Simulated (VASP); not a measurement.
The input files of a VASP run:

File KPOINTS:
```
Automatic mesh
0
Gamma
8 8 8
0 0 0
```

INCAR:
```
! general
SYSTEM = Si
PREC   = Accurate
ENCUT  = 480
LREAL  = F
LASPH  = T

! electronic loop
EDIFF  = 1E-7
NELM   = 100
ALGO   = Normal

! smearing
ISMEAR = 0
SIGMA  = 0.05

! functional
GGA    = PS

! ions
ISIF   = 2

! output
LWAVE  = F
LCHARG = F
```

### POSCAR
```
Si
1
    0.0000000000     2.7178176004     2.7178176004
    2.7449957764     0.0000000000     2.7178176004
    2.7449957764     2.7178176004     0.0000000000
Si
2
Direct
  0.0000000000   0.0000000000   0.0000000000
  0.2500000000   0.2500000000   0.2500000000
```

POTCAR, in this order: Si (PBE.64 set). Program: vasp_std.

Problem. Translate this PBEsol calculation to Ansatz.

Solution. One equivalent input (not run):
Ansatz 0.2 input:
```yaml
crystal:
  lattice:
    - [0.0000000, 2.7178176, 2.7178176]
    - [2.7449958, 0.0000000, 2.7178176]
    - [2.7449958, 2.7178176, 0.0000000]
  atoms:
    - { symbol: Si, position: [0.0000000, 0.0000000, 0.0000000] }
    - { symbol: Si, position: [0.2500000, 0.2500000, 0.2500000] }
kpoints:
  mp_grid: { grid: [8, 8, 8] }
hamiltonian:
  xc: pbesol
  pseudopotentials: { kind: paw }
scf:
  occupations: { method: gaussian, width: 0.05 }
  max_iter: 100
output: { forces: true, stress: true, eigenvalues: true }
```
The two are equivalent in intent, not identical: each code has its own PAW files, so the cut-off isn't converted (ENCUT is set for VASP's; basis.ecutwfc is left out, and Ansatz then takes the one that its files recommend); Ansatz stops its SCF on the density residual and VASP on the energy change (EDIFF).

The compound is Si in the diamond structure. This cell was strained or had an atom moved on purpose.
